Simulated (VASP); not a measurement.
OSZICAR of a VASP run on Bi (a7):

**OSZICAR**
```
       N       E                     dE             d eps       ncg     rms          rms(c)
DAV:   1     0.292869228779E+03    0.29287E+03   -0.16689E+04  3230   0.189E+03
DAV:   2     0.155889506893E+02   -0.27728E+03   -0.27304E+03  3251   0.456E+02
DAV:   3    -0.716827794364E+01   -0.22757E+02   -0.22393E+02  3749   0.154E+02
DAV:   4    -0.795463084381E+01   -0.78635E+00   -0.78490E+00  3563   0.313E+01
DAV:   5    -0.799726795866E+01   -0.42637E-01   -0.42636E-01  4419   0.652E+00    0.105E+00
DAV:   6    -0.799167266766E+01    0.55953E-02   -0.18420E-02  3983   0.147E+00    0.628E-01
DAV:   7    -0.798917745858E+01    0.24952E-02   -0.12586E-02  3515   0.132E+00    0.963E-02
DAV:   8    -0.798934254425E+01   -0.16509E-03   -0.16099E-03  3530   0.491E-01    0.224E-02
DAV:   9    -0.798937368644E+01   -0.31142E-04   -0.78549E-05  4258   0.745E-02    0.115E-02
DAV:  10    -0.798937851622E+01   -0.48298E-05   -0.14082E-05  2705   0.271E-02    0.194E-03
DAV:  11    -0.798937906362E+01   -0.54739E-06   -0.98316E-07  2437   0.103E-02
   1 F= -.79893791E+01 E0= -.79894314E+01  d E =-.798938E+01
       N       E                     dE             d eps       ncg     rms          rms(c)
DAV:   1    -0.808537730997E+01   -0.95999E-01   -0.27954E+00  3539   0.260E+01    0.161E+00
DAV:   2    -0.800533932628E+01    0.80038E-01   -0.17504E-01  3497   0.652E+00    0.652E-01
DAV:   3    -0.799091660349E+01    0.14423E-01   -0.68733E-02  4138   0.387E+00    0.725E-02
DAV:   4    -0.799101778062E+01   -0.10118E-03   -0.17136E-03  3266   0.402E-01    0.368E-02
DAV:   5    -0.799111692608E+01   -0.99145E-04   -0.45761E-04  3807   0.215E-01    0.249E-02
DAV:   6    -0.799111278414E+01    0.41419E-05   -0.33672E-05  4072   0.810E-02    0.330E-03
DAV:   7    -0.799111246027E+01    0.32387E-06   -0.39414E-06  2795   0.196E-02
   2 F= -.79911125E+01 E0= -.79911629E+01  d E =-.173340E-02
       N       E                     dE             d eps       ncg     rms          rms(c)
DAV:   1    -0.799312769923E+01   -0.20149E-02   -0.59755E-02  3539   0.389E+00    0.231E-01
DAV:   2    -0.799146700399E+01    0.16607E-02   -0.35864E-03  3497   0.946E-01    0.948E-02
DAV:   3    -0.799115775591E+01    0.30925E-03   -0.14856E-03  4120   0.567E-01    0.109E-02
DAV:   4    -0.799115854154E+01   -0.78563E-06   -0.38407E-05  3281   0.623E-02    0.526E-03
DAV:   5    -0.799115921690E+01   -0.67536E-06   -0.97762E-06  4029   0.332E-02
   3 F= -.79911592E+01 E0= -.79912098E+01  d E =-.178015E-02
       N       E                     dE             d eps       ncg     rms          rms(c)
DAV:   1    -0.799107526895E+01    0.83273E-04   -0.50378E-01  3542   0.538E+00    0.151E-01
DAV:   2    -0.799224610458E+01   -0.11708E-02   -0.19982E-02  3829   0.131E+00    0.859E-02
DAV:   3    -0.799205546972E+01    0.19063E-03   -0.23510E-03  3916   0.654E-01    0.213E-02
DAV:   4    -0.799205451123E+01    0.95850E-06   -0.14407E-04  3667   0.147E-01    0.946E-03
DAV:   5    -0.799205714038E+01   -0.26292E-05   -0.10968E-05  3988   0.308E-02    0.406E-03
DAV:   6    -0.799205750259E+01   -0.36221E-06   -0.31282E-06  2464   0.267E-02
   4 F= -.79920575E+01 E0= -.79921074E+01  d E =-.898286E-03
       N       E                     dE             d eps       ncg     rms          rms(c)
DAV:   1    -0.799083201517E+01    0.12251E-02   -0.85923E-01  3545   0.700E+00    0.196E-01
DAV:   2    -0.799284516198E+01   -0.20131E-02   -0.34208E-02  3823   0.172E+00    0.112E-01
DAV:   3    -0.799251856584E+01    0.32660E-03   -0.39497E-03  3908   0.846E-01    0.269E-02
DAV:   4    -0.799251796269E+01    0.60315E-06   -0.23882E-04  3581   0.187E-01    0.123E-02
DAV:   5    -0.799252222450E+01   -0.42618E-05   -0.19450E-05  4260   0.409E-02    0.536E-03
DAV:   6    -0.799252277942E+01   -0.55492E-06   -0.54045E-06  3004   0.348E-02
   5 F= -.79925228E+01 E0= -.79925737E+01  d E =-.136356E-02
       N       E                     dE             d eps       ncg     rms          rms(c)
DAV:   1    -0.799251717129E+01    0.50532E-05   -0.44708E-03  3542   0.518E-01    0.142E-02
DAV:   2    -0.799252751355E+01   -0.10342E-04   -0.17890E-04  3814   0.124E-01    0.814E-03
DAV:   3    -0.799252582294E+01    0.16906E-05   -0.22584E-05  3402   0.650E-02    0.226E-03
DAV:   4    -0.799252582698E+01   -0.40372E-08   -0.11334E-06  1693   0.150E-02
   6 F= -.79925258E+01 E0= -.79925770E+01  d E =-.136661E-02
       N       E                     dE             d eps       ncg     rms          rms(c)
DAV:   1    -0.799377746437E+01   -0.12516E-02   -0.65235E-02  3781   0.237E+00    0.176E-01
DAV:   2    -0.799304956998E+01    0.72789E-03   -0.27328E-03  3511   0.872E-01    0.104E-01
DAV:   3    -0.799266333454E+01    0.38624E-03   -0.11589E-03  4325   0.622E-01    0.203E-02
DAV:   4    -0.799267764654E+01   -0.14312E-04   -0.28401E-04  3509   0.246E-01    0.916E-03
DAV:   5    -0.799267724068E+01    0.40585E-06   -0.11546E-05  4744   0.551E-02    0.241E-03
DAV:   6    -0.799267729006E+01   -0.49382E-07   -0.16432E-06  1699   0.177E-02
   7 F= -.79926773E+01 E0= -.79927228E+01  d E =-.151463E-03
       N       E                     dE             d eps       ncg     rms          rms(c)
DAV:   1    -0.799555776354E+01   -0.28805E-02   -0.16455E-01  3706   0.377E+00    0.279E-01
DAV:   2    -0.799374052052E+01    0.18172E-02   -0.70372E-03  3519   0.136E+00    0.166E-01
DAV:   3    -0.799276140088E+01    0.97912E-03   -0.29690E-03  4325   0.994E-01    0.325E-02
DAV:   4    -0.799279494766E+01   -0.33547E-04   -0.71379E-04  3509   0.394E-01    0.149E-02
DAV:   5    -0.799279354314E+01    0.14045E-05   -0.29968E-05  5069   0.887E-02    0.387E-03
DAV:   6    -0.799279370119E+01   -0.15805E-06   -0.45124E-06  2947   0.268E-02
   8 F= -.79927937E+01 E0= -.79928267E+01  d E =-.267874E-03
       N       E                     dE             d eps       ncg     rms          rms(c)
DAV:   1    -0.799288077614E+01   -0.87233E-04   -0.48388E-03  3933   0.650E-01    0.478E-02
DAV:   2    -0.799282515407E+01    0.55622E-04   -0.18531E-04  3514   0.238E-01    0.280E-02
DAV:   3    -0.799279687765E+01    0.28276E-04   -0.80762E-05  4301   0.165E-01    0.536E-03
DAV:   4    -0.799279816132E+01   -0.12837E-05   -0.19982E-05  3473   0.630E-02    0.229E-03
DAV:   5    -0.799279816185E+01   -0.53478E-09   -0.39215E-07  1627   0.143E-02
   9 F= -.79927982E+01 E0= -.79928289E+01  d E =-.272335E-03
```

**Question.** Which electronic solver shows in the log?

**Answer.** It is blocked Davidson (ALGO = Normal, or the opening steps of other solvers). The INCAR had ALGO = Normal.

**Question.** Can the final energy be trusted as converged?

**Answer.** Self-consistency was reached. It stopped with EDIFF = 1E-6, NELM = 100, NSW = 60 and EDIFFG = -0.01 after 9 ionic steps (AM05 GGA, plane waves, VASP's PBE PAW potentials (set 64)). Energy and stress use the plane-wave basis of the starting cell.

The compound is Bi in the a7 structure. This run relaxes it. Symmetry was kept, so distortions that lower it aren't found.
